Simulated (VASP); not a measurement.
```xyz
2
Lattice="3.5071 0.0000 0.0000 0.0000 3.5071 0.0000 0.0000 0.0000 3.5071" Properties=species:S:1:pos:R:3 pbc="T T T"
In     0.0000     0.0000     0.0000
As     1.7535     1.7535     1.7535
```

Method: PBEsol GGA, VASP's PBE PAW potentials (set 64) (plane waves; VASP). Settings: 400 eV cut-off, Gaussian smearing of 0.050 eV, potentials In_d As.

Question: Give the energies of bands 7 to 12 at the high-symmetry points, in eV from the Fermi level.

Answer: 
| band | Γ | X | M | R |
|---|---|---|---|---|
| 7 | -2.17 | -7.59 | -4.89 | -2.30 |
| 8 | -0.81 | 1.01 | -4.89 | -2.30 |
| 9 | -0.81 | 1.01 | -3.93 | -2.30 |
| 10 | -0.81 | 2.21 | 1.50 | -1.19 |
| 11 | 4.86 | 3.52 | 6.57 | -0.27 |
| 12 | 4.86 | 4.95 | 6.57 | -0.27 |

It has no gap at this level: it comes out as a metal or semimetal.

The structure was generated: InAs was put into the CsCl type type (Pm-3m), which need not be its known phase. It was relaxed first, which changed the volume by +10 %. VASP warned that the highest band is occupied, so more bands are needed.
